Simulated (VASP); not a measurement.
# Pa: accuracy against cost in the plane-wave cutoff and PAW data sets, part 2 of 2

How sensitive are energy and pressure of Pa to the plane-wave cutoff and PAW data sets? The series runs use PBEsol. The start is a cell from a database of measured crystal structures.

VASP 6.6.1, plane waves and PAW; the level of theory is named at each step.

Still holding for the runs below: This run has no spin polarisation. Its electron count is odd, so without a moment it is a metal by construction. The k-mesh is coarse for a metal.

So far. Step 7 (Plane-wave cutoff: ENCUT = 330): Against the run before the energy moves by -2.48 meV an atom and the pressure by +0.09 GPa, after 12 cycles in 7.2 s.

## (8) Plane-wave cutoff: ENCUT = 400

Level of this step: PBEsol; plane waves and PAW (Pa) (VASP).

INCAR reads:

```
SYSTEM = Pa
PREC = Accurate
ENCUT = 400
EDIFF = 1E-06
NELM = 100
ISMEAR = -1
SIGMA = 0.05
LREAL = .FALSE.
ALGO = Normal
GGA = PS
NBANDS = 12
LORBIT = 11
LWAVE = .FALSE.
LCHARG = .FALSE.
KPAR = 2
ISIF = 2
```

POSCAR reads:

```
Pa
1.0
   -1.9625000000      1.9625000000      1.6190000000
    1.9625000000     -1.9625000000      1.6190000000
    1.9625000000      1.9625000000     -1.6190000000
Pa
1
Direct
    0.0000000000      0.0000000000      0.0000000000
```

KPOINTS reads:

```
Automatic mesh
0
Gamma
9 9 9
0 0 0
```

Potentials, in the order of the species: Pa (PBE family, release 64).

Started as:

```sh
$ mpirun -np 2 vasp_std
```

The program printed:

```text
[... set-up lines as in an earlier step ...]
 entering main loop
       N       E                     dE             d eps       ncg     rms          rms(c)
DAV:   1     0.948849101420E+02    0.94885E+02   -0.45599E+03  1808   0.912E+02
DAV:   2    -0.207258952341E+01   -0.96957E+02   -0.93211E+02  2088   0.228E+02
DAV:   3    -0.982703480333E+01   -0.77544E+01   -0.73999E+01  2304   0.749E+01
DAV:   4    -0.104142912198E+02   -0.58726E+00   -0.57692E+00  3288   0.180E+01
[...]
DAV:  10    -0.101998954949E+02   -0.28208E-06   -0.22829E-04  2732   0.138E-01    0.302E-02
DAV:  11    -0.101998888730E+02    0.66220E-05   -0.44166E-05  2760   0.649E-02    0.610E-03
DAV:  12    -0.101998886314E+02    0.24161E-06   -0.14350E-06  1840   0.120E-02
   1 F= -.10199889E+02 E0= -.10189330E+02  d E =-.211176E-01
```

Elapsed: 11 s, on 2 MPI ranks of AMD EPYC 7R43, shared host; peak memory 0.25 GiB; 22 s of CPU time.

OUTCAR, selected parts (step 8):

```text
  Total       -0.6273617     -0.6273617     -0.9087593      0.0000000     -0.0000000      0.0000000
  in kB      -40.2997568    -40.2997568    -58.3758596      0.0000000     -0.0000000      0.0000000
  external PRESSURE =     -46.3251244 kB  Pullay stress =       0.0000000 kB

 POSITION                                       TOTAL-FORCE (eV/Angst)
 -----------------------------------------------------------------------------------
      0.00000      0.00000      0.00000         0.000000     -0.000000     -0.000000
 -----------------------------------------------------------------------------------
    total drift:                               -0.000000     -0.000000      0.000000

  FREE ENERGIE OF THE ION-ELECTRON SYSTEM (eV)
  ---------------------------------------------------
  free  energy   TOTEN  =       -10.1998886314 eV

  energy  without entropy=      -10.1787709962  energy(sigma->0) =      -10.18932981

[... 1 part as in an earlier step ...]

[... 2 further parts left out ...]
[key lines of the parts left out:]
E-fermi :  12.6030
```

Against the run before the energy moves by -1.84 meV an atom and the pressure by +0.12 GPa, after 12 cycles in 11 s.

## (9) Plane-wave cutoff: ENCUT = 500

Changes to INCAR since step 8:

```diff
@@ -2,3 +2,3 @@
 PREC = Accurate
-ENCUT = 400
+ENCUT = 500
 EDIFF = 1E-06
```

POSCAR is that of step 8.

KPOINTS is that of step 8.

Started as:

```sh
$ mpirun -np 2 vasp_std
```

The program printed:

```text
[... set-up lines as in an earlier step ...]
 entering main loop
       N       E                     dE             d eps       ncg     rms          rms(c)
DAV:   1     0.105747594419E+03    0.10575E+03   -0.53451E+03  1800   0.111E+03
DAV:   2    -0.998197031634E+00   -0.10675E+03   -0.10291E+03  2056   0.246E+02
DAV:   3    -0.970507039075E+01   -0.87069E+01   -0.83202E+01  2380   0.813E+01
DAV:   4    -0.104094686125E+02   -0.70440E+00   -0.65373E+00  3256   0.193E+01
[...]
DAV:  10    -0.102001701065E+02    0.16499E-06   -0.19663E-04  2716   0.130E-01    0.267E-02
DAV:  11    -0.102001646839E+02    0.54226E-05   -0.35392E-05  2780   0.591E-02    0.585E-03
DAV:  12    -0.102001644797E+02    0.20414E-06   -0.11816E-06  1656   0.113E-02
   1 F= -.10200164E+02 E0= -.10189605E+02  d E =-.211195E-01
```

It took 12 s on 2 MPI ranks; peak memory 0.25 GiB.

Parts of OUTCAR (step 9):

```text
  Total       -0.6295230     -0.6295230     -0.9118202      0.0000000      0.0000000      0.0000000
  in kB      -40.4385938    -40.4385938    -58.5724812      0.0000000      0.0000000      0.0000000
  external PRESSURE =     -46.4832229 kB  Pullay stress =       0.0000000 kB

 POSITION                                       TOTAL-FORCE (eV/Angst)
 -----------------------------------------------------------------------------------
      0.00000      0.00000      0.00000        -0.000000      0.000000      0.000000
 -----------------------------------------------------------------------------------
    total drift:                                0.000000     -0.000000     -0.000000

  FREE ENERGIE OF THE ION-ELECTRON SYSTEM (eV)
  ---------------------------------------------------
  free  energy   TOTEN  =       -10.2001644797 eV

  energy  without entropy=      -10.1790449577  energy(sigma->0) =      -10.18960472

[... 1 part as in an earlier step ...]

[... 2 further parts left out ...]
[key lines of the parts left out:]
E-fermi :  12.6026
```

Against the run before the energy moves by -0.27 meV an atom and the pressure by -0.02 GPa, after 12 cycles in 12 s.

## (10) The plane-wave cutoff series as a table

This step: convergence of PBEsol results with the cutoff; plane waves and PAW (VASP 6.6.1).

No new run; the numbers come from the runs before.

Differences are taken from the run with ENCUT = 500. Results of the series, by row:

| setting | status | energy less the reference (meV/atom) | pressure (GPa) | SCF cycles | wall time (s) |
| --- | --- | --- | --- | --- | --- |
| ENCUT = 150 | converged | 1091 | -55.08 | 12 | 3.4 |
| ENCUT = 190 | converged | 61.75 | -9.656 | 12 | 3.6 |
| ENCUT = 230 | converged | -2.802 | -4.79 | 12 | 4.8 |
| ENCUT = 250 | converged | -0.2085 | -4.703 | 12 | 6.2 |
| ENCUT = 290 | converged | 4.596 | -4.848 | 12 | 6 |
| ENCUT = 330 | converged | 2.116 | -4.756 | 12 | 7.2 |
| ENCUT = 400 | converged | 0.2749 | -4.633 | 12 | 11.4 |
| ENCUT = 500 | converged | 0 | -4.648 | 12 | 12.2 |

## (11) PAW data sets: minimal 64: Pa

This step: PBEsol; plane waves and PAW (Pa) (VASP 6.6.1).

Data sets differ in which electrons are valence and how hard the partial waves are.

Changes to INCAR since step 9:

```diff
@@ -2,3 +2,3 @@
 PREC = Accurate
-ENCUT = 500
+ENCUT = 400
 EDIFF = 1E-06
```

POSCAR is that of step 9.

KPOINTS is that of step 9.

Started as:

```sh
$ mpirun -np 2 vasp_std
```

The program printed:

```text
[... set-up lines as in an earlier step ...]
 entering main loop
       N       E                     dE             d eps       ncg     rms          rms(c)
[... 12 cycles as in an earlier step ...]
   1 F= -.10199889E+02 E0= -.10189330E+02  d E =-.211176E-01
```

Wall time 12 s (2 MPI ranks); peak memory 0.24 GiB; 22 s of CPU time.

Parts of OUTCAR (step 11):

```text
   ENCUT  =  400.0 eV  29.40 Ry    5.42 a.u.   5.24  5.24  5.24*2*pi/ulx,y,z

   NELECT =      13.0000    total number of electrons

 E-fermi :  12.6030

 k-point     1 :       0.0000    0.0000    0.0000
  band No.  band energies     occupation
    ...
      4      -3.4846      2.00000
      5       7.9811      2.00000
      6      12.3410      1.98946
      7      12.3410      1.98946
      8      12.4853      1.82662
      9      13.2582      0.00000
     10      14.5432      0.00000
     11      14.5432      0.00000
     12      15.4284      0.00000

[... 10 parts as in an earlier step ...]

[... 10 further parts left out ...]
```

This step gave:

* pressure: -4.633 GPa

The series starts at -10.1893 eV an atom and -4.63 GPa, after 12 cycles in 12 s.

## (12) PAW data sets: recommended 54: Pa

INCAR is that of step 11.

POSCAR is that of step 11.

KPOINTS is that of step 11.

The projector-augmented-wave data sets are Pa (PBE family, release 54).

Started as:

```sh
$ mpirun -np 2 vasp_std
```

The program printed:

```text
[... set-up lines as in an earlier step ...]
 entering main loop
       N       E                     dE             d eps       ncg     rms          rms(c)
[... 12 cycles as in an earlier step ...]
   1 F= -.10199889E+02 E0= -.10189330E+02  d E =-.211176E-01
```

It took 11 s on 2 MPI ranks; peak memory 0.25 GiB.

From OUTCAR (step 12):

```text
[... 6 parts as in an earlier step ...]

[... 1 further part left out ...]
[key lines of the parts left out:]
E-fermi :  12.6030
```

With 13 valence electrons the pressure is -4.63 GPa, +0.00 GPa from the first of the series, after 12 cycles in 11 s.

## (13) PAW data sets: soft 64: Pa s

This step: PBEsol; plane waves and PAW (Pa_s) (VASP 6.6.1).

Changes to INCAR since step 12:

```diff
@@ -10,3 +10,3 @@
 GGA = PS
-NBANDS = 12
+NBANDS = 11
 LORBIT = 11
```

POSCAR is that of step 12.

KPOINTS is that of step 12.

Potentials, in the order of the species: Pa_s (PBE family, release 64).

Started as:

```sh
$ mpirun -np 2 vasp_std
```

The program printed:

```text
[... set-up lines as in an earlier step ...]
 entering main loop
       N       E                     dE             d eps       ncg     rms          rms(c)
DAV:   1     0.387700714411E+02    0.38770E+02   -0.34888E+03  1706   0.997E+02
DAV:   2    -0.799788470729E+01   -0.46768E+02   -0.44778E+02  1682   0.170E+02
DAV:   3    -0.102157611991E+02   -0.22179E+01   -0.20586E+01  2744   0.408E+01
DAV:   4    -0.102616364693E+02   -0.45875E-01   -0.45216E-01  2739   0.418E+00
[...]
DAV:   9    -0.101295740098E+02   -0.13009E-04   -0.42651E-04  2668   0.324E-01    0.279E-02
DAV:  10    -0.101295833176E+02   -0.93078E-05   -0.30965E-05  2818   0.553E-02    0.794E-03
DAV:  11    -0.101295832596E+02    0.57988E-07   -0.27123E-06  2392   0.253E-02
   1 F= -.10129583E+02 E0= -.10119006E+02  d E =-.211546E-01
```

It took 10 s on 2 MPI ranks; peak memory 0.27 GiB.

OUTCAR, selected parts (step 13):

```text
  Total       -0.4901247     -0.4901247     -0.7423369      0.0000000     -0.0000000      0.0000000
  in kB      -31.4840792    -31.4840792    -47.6854021      0.0000000     -0.0000000      0.0000000
  external PRESSURE =     -36.8845202 kB  Pullay stress =       0.0000000 kB

  FREE ENERGIE OF THE ION-ELECTRON SYSTEM (eV)
  ---------------------------------------------------
  free  energy   TOTEN  =       -10.1295832596 eV

  energy  without entropy=      -10.1084286480  energy(sigma->0) =      -10.11900595

[... 2 parts as in an earlier step ...]

[... 2 further parts left out ...]
[key lines of the parts left out:]
E-fermi :   5.6745
```

With 11 valence electrons the pressure is -3.69 GPa, +0.94 GPa from the first of the series, after 11 cycles in 10 s.

## (14) The PAW data sets series as a table

This step: convergence of PBEsol results with the datasets; plane waves and PAW (VASP 6.6.1).

No new run; the numbers come from the runs before.

Results of the series, by row:

| setting | status | pressure (GPa) | SCF cycles | wall time (s) |
| --- | --- | --- | --- | --- |
| minimal 64: Pa, 400 eV | converged | -4.633 | 12 | 11.6 |
| recommended 54: Pa, 400 eV | converged | -4.633 | 12 | 11 |
| soft 64: Pa_s, 400 eV | converged | -3.688 | 11 | 10.2 |

## (15) What came out

```yaml
plane_wave_cutoff_from_which_the_energy_stays_within_10_mev_atom_of_the_reference: ENCUT = 230
plane_wave_cutoff_from_which_the_energy_stays_within_1_mev_atom_of_the_reference: ENCUT = 400
plane_wave_cutoff_from_which_the_pressure_stays_within_0p2_gpa_of_the_reference: ENCUT = 230
spread_of_the_pressure_over_the_plane_wave_cutoff: 50.4 GPa
spread_of_the_energy_over_the_plane_wave_cutoff: 1094 meV/atom
spread_of_the_pressure_over_the_paw_data_sets: 0.944 GPa
```

What this shows: From ENCUT = 400 on, the energy stays within 1 meV an atom of the reference, at 93 % of its time. The pressure holds within 0.2 GPa from ENCUT = 230 on. These cutoffs are 0.6 to 2 times the default of the data sets, about 250 eV; at the default the run is off by -0.2 meV an atom, -0.05 GPa, and at 1.3 times by +2.1 meV an atom, -0.11 GPa. Energy differences between like cells converge faster than these totals. The choice of data set moves the pressure between -4.63 GPa (minimal 64: Pa) and -3.69 GPa (soft 64: Pa_s); all ran at 400 eV. Differences are taken from the run with ENCUT = 500, which is itself not the exact limit. Data sets differ in their zero of energy, so energies are not compared. Forces vanish by symmetry in this cell, so the series can't test them. The runs at ENCUT = 150; ENCUT = 190 are over 30 meV an atom or 2 GPa off and describe the material poorly.

[Lines on the potential files, build, host, timing and source positions are cut from VASP's logs without a mark.]

[Logs are printed without paths, hosts, clocks, repeated set-up lines and the standing remarks that a program may print on its own settings, such as how far it seeks lower states.]

[Hosts, paths, dates, database ids (printed as entryN), source tags and the programs' standing remarks are cut or masked in the printed files.]

[A measured line is paired with the nearest computed mode of its activity, which favours agreement.]
